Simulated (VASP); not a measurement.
MgTe (zinc blende), at 1.04 of the tabulated volume:

```yaml
crystal:
  lattice:
    - [0.00000, 3.25224, 3.25224]
    - [3.25224, 0.00000, 3.25224]
    - [3.25224, 3.25224, 0.00000]
  atoms:
    - { symbol: Mg, position: [0.00000, 0.00000, 0.00000] }
    - { symbol: Te, position: [0.25000, 0.25000, 0.25000] }
```

The lowest empty band near Γ, direction [111], from PBE with spin-orbit coupling in VASP (PAW); its two spin partners are averaged. The gap over the points computed is 2.07 eV, and the next band on that side lies 3.09 eV away at the edge.

Numerical set-up: 400 eV cut-off, 8×8×8 Γ-centred mesh, Gaussian smearing of 0.050 eV, potentials Mg Te.

```
distance from the edge in k (1/Å)  distance in energy (meV)
---------------------------------  ------------------------
0.012                                                   3.3
0.018                                                   7.5
0.025                                                  14.4
0.035                                                  27.9
0.050                                                  56.0
0.070                                                 106.5
```

Task: Fit E(1 + αE) = ħ²k²/2m* (ħ²/2m0 = 3.810 eV Å²) and predict the row at 0.095 1/Å.

Result: Least squares on the energies gives the electron mass m* = 0.164 m0 and α = 0.63 per eV, and so 187.2 meV. The run gave 186.6 meV, -0.6 meV from the fit.

Left out are points under 3 meV from the edge, since the levels carry 0.1 meV, and points farther than half the way to the next band.

The compound is MgTe in the zinc blende structure, whereas wurtzite is the usual form. The cell was not relaxed at this level.
